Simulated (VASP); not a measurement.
Given:

```
CELL_PARAMETERS angstrom
      4.03783     0.00000     0.00000
      0.00000     4.03783     0.00000
      0.00000     0.00000     4.03783
ATOMIC_POSITIONS crystal
  Sc 0.00000 0.00000 0.00000
  Al 0.00000 0.50000 0.50000
  Al 0.50000 0.00000 0.50000
  Al 0.50000 0.50000 0.00000
```

These are TPSS meta-GGA, VASP's PBE PAW potentials (set 64) (plane waves; VASP) values and carry that method's errors. Run with 520 eV cut-off, 8×8×8 Γ-centred mesh, first-order Methfessel-Paxton smearing of 0.10 eV, potentials Sc_sv Al.

Q: Give the stress tensor in GPa (positive for a compressed cell).

A: 
```
3.05  0.00  0.00
0.00  3.05  0.00
0.00  0.00  3.05
```
The pressure is its mean diagonal, 3.05 GPa.

The compound is Al3Sc in the L1_2 structure. This cell is one point of a volume scan, at 0.97 of the reference volume.
